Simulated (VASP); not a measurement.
# RbPd (Fm-3m) in VASP: reference runs

Reference runs on RbPd: the cell as given.

All numbers are computed with VASP 6.6.1; they aren't measurements. Logs are shortened: lines on timing, memory, paths and dates and some standing lists are left out, and cuts for length are marked.

### Step 1. Starting point

Symmetry: Fm-3m, No. 225, cubic system. Conventional cell: a = 6.688 Å, b = 6.688 Å, c = 6.688 Å, α = 90.00°, β = 90.00°, γ = 90.00°. Rb (site symmetry m-3m) is surrounded by 6 Pd at 3.34 Å. Around Pd (site symmetry m-3m) lie 6 Rb at 3.34 Å.

The cell was built by a generator and needn't be a form met in nature.

### Step 2. Single point, PBE

File INCAR:

```
SYSTEM = RbPd
  ALGO = Normal
  EDIFF = 1E-7
  ENCUT = 520
  GGA = PE
  ISIF = 2
  ISMEAR = -1
  LASPH = .True.
  LCHARG = .True.
  LELF = .True.
  LREAL = .False.
  LVHAR = .True.
  LWAVE = .False.
  NBANDS = 16
  NELM = 60
  PREC = Accurate
  SIGMA = 0.05
```

File KPOINTS:

```
k-points
0
Gamma
  7 7 7
  0 0 0
```

File POSCAR:

```
RbPd
1.0
    0.0000000000      3.3440200000      3.3440200000
    3.3440200000      0.0000000000      3.3440200000
    3.3440200000      3.3440200000      0.0000000000
Rb Pd
1 1
Direct
    0.5000000000      0.5000000000      0.5000000000
    0.0000000000      0.0000000000      0.0000000000
```

Potentials or basis: VASP PAW PBE potentials, release 64 (Rb_sv, Pd).

On the command line:

```bash
$ cat potpaw_PBE.64/Rb_sv/POTCAR potpaw_PBE.64/Pd/POTCAR > POTCAR
$ mpirun -np 1 vasp_std > vasp.out
```

OUTCAR:

```text
SYSTEM = RbPd
   EDIFF = 1E-7
   ENCUT = 520
   GGA = PE
   ISIF = 2
   ISMEAR = -1
   LASPH = .True.
   LREAL = .False.
   NELM = 60
   PREC = Accurate

 ion  position               nearest neighbor table
   1  0.500  0.500  0.500-   2 3.34   2 3.34   2 3.34   2 3.34   2 3.34   2 3.34
   2  0.000  0.000  0.000-   1 3.34   1 3.34   1 3.34   1 3.34   1 3.34   1 3.34

  LATTYP: Found a face centered cubic cell.
 ALAT       =     6.6880400000

  Lattice vectors:

 A1 = (   0.0000000000,   3.3440200000,   3.3440200000)
 A2 = (   3.3440200000,   0.0000000000,   3.3440200000)
 A3 = (   3.3440200000,   3.3440200000,   0.0000000000)

Analysis of symmetry for initial positions (statically):
=====================================================================
 Subroutine PRICEL returns:
 Original cell was already a primitive cell.

 Routine SETGRP: Setting up the symmetry group for a
 face centered cubic supercell.

 Subroutine GETGRP returns: Found 48 space group operations
 (whereof 48 operations were pure point group operations)
 out of a pool of 48 trial point group operations.

The static configuration has the point symmetry O_h .

Analysis of symmetry for dynamics (positions and initial velocities):
=====================================================================
 Subroutine PRICEL returns:
 Original cell was already a primitive cell.

 Routine SETGRP: Setting up the symmetry group for a
 face centered cubic supercell.

 Subroutine GETGRP returns: Found 48 space group operations
 (whereof 48 operations were pure point group operations)
 out of a pool of 48 trial point group operations.

The dynamic configuration has the point symmetry O_h .

 Subroutine INISYM returns: Found 48 space group operations
 (whereof 48 operations are pure point group operations),
 and found     1 'primitive' translations

----------------------------------------------------------------------------------------

                                     Primitive cell

  volume of cell :      74.7888

  direct lattice vectors                    reciprocal lattice vectors
     0.000000000  3.344020000  3.344020000    -0.149520637  0.149520637  0.149520637
     3.344020000  0.000000000  3.344020000     0.149520637 -0.149520637  0.149520637
     3.344020000  3.344020000  0.000000000     0.149520637  0.149520637 -0.149520637

  length of vectors
     4.729158437  4.729158437  4.729158437     0.258977340  0.258977340  0.258977340

  position of ions in fractional coordinates (direct lattice)
     0.500000000  0.500000000  0.500000000
     0.000000000  0.000000000  0.000000000

  ion indices of the primitive-cell ions
   primitive index   ion index
                 1           1
                 2           2

----------------------------------------------------------------------------------------

 KPOINTS: k-points

Automatic generation of k-mesh.
 Grid dimensions read from file:
 generate k-points for:    7    7    7

 Generating k-lattice:

  Cartesian coordinates                     Fractional coordinates (reciprocal lattice)
    -0.021360091  0.021360091  0.021360091     0.142857143  0.000000000  0.000000000
     0.021360091 -0.021360091  0.021360091     0.000000000  0.142857143  0.000000000
     0.021360091  0.021360091 -0.021360091     0.000000000  0.000000000  0.142857143

  Length of vectors
     0.036996763  0.036996763  0.036996763

  Shift w.r.t. Gamma in fractional coordinates (k-lattice)
     0.000000000  0.000000000  0.000000000

 Subroutine IBZKPT returns following result:
 ===========================================

 Found     20 irreducible k-points:

 Following reciprocal coordinates:
            Coordinates               Weight
  0.000000  0.000000  0.000000      1.000000
  0.142857  0.000000  0.000000      8.000000
  0.285714  0.000000  0.000000      8.000000
  0.428571  0.000000  0.000000      8.000000
  0.142857  0.142857  0.000000      6.000000
  0.285714  0.142857  0.000000     24.000000
[... 12 lines left out ...]
 -0.428571  0.428571  0.142857     24.000000
 -0.285714  0.428571  0.142857     24.000000
   k-points           NKPTS =     20   k-points in BZ     NKDIM =     20   number of bands    NBANDS=     16
   number of dos      NEDOS =    301   number of ions     NIONS =      2
   total plane-waves  NPLWV =  46656
   dimension x,y,z NGX =    36 NGY =   36 NGZ =   36
   dimension x,y,z NGXF=    72 NGYF=   72 NGZF=   72
   ions per type =               1   1
   NGX,Y,Z   is equivalent  to a cutoff of  12.66, 12.66, 12.66 a.u.
   NGXF,Y,Z  is equivalent  to a cutoff of  25.31, 25.31, 25.31 a.u.
 SYSTEM =  RbPd
   PREC   = accura    normal or accurate (medium, high low for compatibility)
   ISTART =      0    job   : 0-new  1-cont  2-samecut
   ICHARG =      2    charge: 1-file 2-atom 10-const
   ISPIN  =      1    spin polarized calculation?
   LNONCOLLINEAR =      F non collinear calculations
   LSORBIT =      F    spin-orbit coupling
   LASPH  =      T    aspherical Exc in radial PAW
   ENCUT  =  520.0 eV  38.22 Ry    6.18 a.u.   8.79  8.79  8.79*2*pi/ulx,y,z
   NELM   =     60;   NELMIN=  2; NELMDL= -5     # of ELM steps
   EDIFF  = 0.1E-06   stopping-criterion for ELM
   LREAL  =      F    real-space projection
   EDIFFG = 0.1E-05   stopping-criterion for IOM
   NSW    =      0    number of steps for IOM
   IBRION =     -1    ionic relax: 0-MD 1-quasi-New 2-CG
   NFREE  =      0    steps in history (QN), initial steepest desc. (CG)
   ISIF   =      2    stress and relaxation
   ISYM   =      2    0-nonsym 1-usesym 2-fastsym
   POTIM  = 0.5000    time-step for ionic-motion
   TEBEG  =    0.0;   TEEND  =   0.0 temperature during run
   PSTRESS=    0.0 pullay stress
   NELECT =      19.0000    total number of electrons
   NUPDOWN=      -1.0000    fix difference up-down
   EMIN   =  10.00;   EMAX   =-10.00  energy-range for DOS
   EFERMI =   0.00;   METHOD = LEGACY
   ISMEAR =    -1;   SIGMA  =   0.05  broadening in eV -4-tet -1-fermi 0-gaus
   EFERMI_NEDOS =   21; number of points for ismear=-14 and -15
   IALGO  =     38    algorithm
   IMIX   =      4    mixing-type and parameters
     AMIX     =   0.40;   BMIX     =  1.00
     AMIX_MAG =   1.60;   BMIX_MAG =  1.00
  volume/ion in A,a.u.               =      37.39       252.35
  Fermi-wavevector in a.u.,A,eV,Ry     =   1.036845  1.959353 14.626910  1.075048
  Thomas-Fermi vector in A             =   2.171255
   LORBIT       =      0    0 simple, 1 ext, 2 COOP (PROOUT), +10 PAW based schemes
   GGA     = PE    functional components
   LHFCALC =     F    Hartree Fock is set to
   AEXX    =    0.0000 exact exchange contribution
   IVDW    =     0    specifies the selected vdW correction
   LEPSILON=     F    determine dielectric tensor
   LRPA    =     F    only Hartree local field effects (RPA)
 non-spin polarized calculation
  energy-cutoff  :      520.00
  volume of cell :       74.79
 maximum number of plane-waves:      2026
   NGX = 17   NGY = 17   NGZ = 17

 number of electron      18.9999999 magnetization

 Free energy of the ion-electron system (eV)
  ---------------------------------------------------
  ext. energy  EPLUGINS =         0.00000000
  ---------------------------------------------------
  free energy    TOTEN  =        -4.87841327 eV

  energy without entropy =       -4.87099222  energy(sigma->0) =       -4.87470274

 E-fermi :   1.2902     XC(G=0):  -7.9679

 val. band max:        1.2119149246   @ k =   0.4286   0.4286   0.0000
 cond. band min:       1.3039095803   @ k =   0.4286   0.0000   0.0000
 fundamental gap:      0.0919946557
 Fermi energy:         1.2902378209

 k-point     1 :       0.0000    0.0000    0.0000
  band No.  band energies     occupation
      1     -25.5594      2.00000
      2      -9.6186      2.00000
      3      -9.6186      2.00000
      4      -9.6186      2.00000
      5      -1.0272      2.00000
      6       0.1155      2.00000
[... 8 lines left out ...]
     15       8.7571      0.00000
     16       8.7571      0.00000

 k-point     2 :       0.1429    0.0000    0.0000
  band No.  band energies     occupation
      1     -25.5571      2.00000
      2      -9.6675      2.00000
      3      -9.6277      2.00000
      4      -9.6277      2.00000
      5      -0.7408      2.00000
      6       0.1441      2.00000
[... 8 lines left out ...]
     15       8.0221      0.00000
     16       8.5417      0.00000

 k-point     3 :       0.2857    0.0000    0.0000
  band No.  band energies     occupation
      1     -25.5521      2.00000
      2      -9.7731      2.00000
      3      -9.6481      2.00000
      4      -9.6481      2.00000
      5      -0.0161      2.00000
      6       0.2474      2.00000
[... 8 lines left out ...]
     15       8.3586      0.00000
     16       8.3612      0.00000

 k-point     4 :       0.4286    0.0000    0.0000
  band No.  band energies     occupation
      1     -25.5481      2.00000
      2      -9.8541      2.00000
      3      -9.6642      2.00000
      4      -9.6642      2.00000
      5       0.1445      2.00000
      6       0.3205      2.00000
[... 8 lines left out ...]
     15       8.9476      0.00000
     16       8.9476      0.00000
[... 248 lines left out ...]
 k-point    18 :      -0.4286    0.2857    0.1429
  band No.  band energies     occupation
      1     -25.5460      2.00000
      2      -9.8115      2.00000
      3      -9.7195      2.00000
      4      -9.6839      2.00000
      5       0.1507      2.00000
      6       0.2297      2.00000
[... 8 lines left out ...]
     15       8.7920      0.00000
     16       9.6116      0.00000

 k-point    19 :      -0.4286    0.4286    0.1429
  band No.  band energies     occupation
      1     -25.5451      2.00000
      2      -9.8012      2.00000
      3      -9.7169      2.00000
      4      -9.7036      2.00000
      5       0.0052      2.00000
      6       0.1549      2.00000
[... 8 lines left out ...]
     15       9.2161      0.00000
     16       9.9134      0.00000

 k-point    20 :      -0.2857    0.4286    0.1429
  band No.  band energies     occupation
      1     -25.5447      2.00000
      2      -9.7695      2.00000
      3      -9.7653      2.00000
      4      -9.7031      2.00000
      5       0.1355      2.00000
      6       0.1832      2.00000
[... 8 lines left out ...]
     15       8.8259      0.00000
     16       9.9088      0.00000

------------------------ aborting loop because EDIFF is reached ----------------------------------------

  FORCE on cell =-STRESS in cart. coord.  units (eV):
  Direction    XX          YY          ZZ          XY          YZ          ZX
  --------------------------------------------------------------------------------------
  -------------------------------------------------------------------------------------
  Total        0.0037363      0.0037363      0.0037363      0.0000000      0.0000000     -0.0000000
  in kB        0.0800416      0.0800416      0.0800416      0.0000000      0.0000000     -0.0000000
  external PRESSURE =       0.0800416 kB  Pullay stress =       0.0000000 kB

 VOLUME and BASIS-vectors are now :
 -----------------------------------------------------------------------------
  energy-cutoff  :      520.00
  volume of cell :       74.79
      direct lattice vectors                 reciprocal lattice vectors
     0.000000000  3.344020000  3.344020000    -0.149520637  0.149520637  0.149520637
     3.344020000  0.000000000  3.344020000     0.149520637 -0.149520637  0.149520637
     3.344020000  3.344020000  0.000000000     0.149520637  0.149520637 -0.149520637

 POSITION                                       TOTAL-FORCE (eV/Angst)
 -----------------------------------------------------------------------------------
      3.34402      3.34402      3.34402         0.000000      0.000000      0.000000
      0.00000      0.00000      0.00000        -0.000000      0.000000     -0.000000
 -----------------------------------------------------------------------------------
    total drift:                                0.000000      0.000000      0.000000

  FREE ENERGIE OF THE ION-ELECTRON SYSTEM (eV)
  ---------------------------------------------------
  free  energy   TOTEN  =        -4.8784132737 eV

  energy  without entropy=       -4.8709922156  energy(sigma->0) =       -4.87470274
```

Run time: 15 s. Hardware: 1 thread of Intel Xeon 6975P-C (Granite Rapids), shared host; peak memory 0.21 GiB.

What came out:

```yaml
Free_energy: -4.8784 eV
Pressure: 0.0 GPa
Band_gap_on_the_k_mesh: none (metal or under the smearing width)
```
